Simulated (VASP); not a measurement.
Here is the system:

```
Se
1.0
    2.20624    -3.82132     0.00000
    2.20624     3.82132     0.00000
    0.00000     0.00000     4.88609
Se
3
Direct
  0.00000   0.21728   0.66667
  0.78272   0.78272   0.00000
  0.21728   0.00000   0.33333
```

The numbers are results of r2SCAN meta-GGA, VASP's PBE PAW potentials (set 64) (plane waves; VASP 6.6.1), not measurements. Settings: 520 eV cut-off, 6×6×5 Γ-centred mesh, Gaussian smearing of 0.050 eV, potentials Se.

Task: The ions and cell shape at fixed volume are relaxed. Which structure does the run end with?

Result: 
```
Se
1.0
    2.17744    -3.77143     0.00000
    2.17744     3.77143     0.00000
    0.00000     0.00000     5.01622
Se
3
Direct
  0.00000   0.22485   0.66667
  0.77515   0.77515   0.00000
  0.22485   0.00000   0.33333
```
Space group P3_121 (152), at a tolerance of 0.03 Å.

Task: How much energy does the relaxation gain?

Result: The energy (σ→0) changes by -15.7 meV/atom, in 5 ionic steps.

```json
[
 {"step": "1", "E(σ→0) (eV)": "-42.8705", "max force (eV/Å)": "0.694", "pressure (GPa)": "3.71", "volume (Å³)": "82.39"},
 {"step": "2", "E(σ→0) (eV)": "-42.9146", "max force (eV/Å)": "0.028", "pressure (GPa)": "1.14", "volume (Å³)": "82.39"},
 {"step": "3", "E(σ→0) (eV)": "-42.9151", "max force (eV/Å)": "0.047", "pressure (GPa)": "0.83", "volume (Å³)": "82.39"},
 {"step": "4", "E(σ→0) (eV)": "-42.9165", "max force (eV/Å)": "0.030", "pressure (GPa)": "0.78", "volume (Å³)": "82.39"},
 {"step": "5", "E(σ→0) (eV)": "-42.9175", "max force (eV/Å)": "0.002", "pressure (GPa)": "0.68", "volume (Å³)": "82.39"}
]
```

The compound is Se in the trig structure. This cell is one point of a volume scan, at 0.94 of the reference volume. Symmetry was kept, so distortions that lower it aren't found.
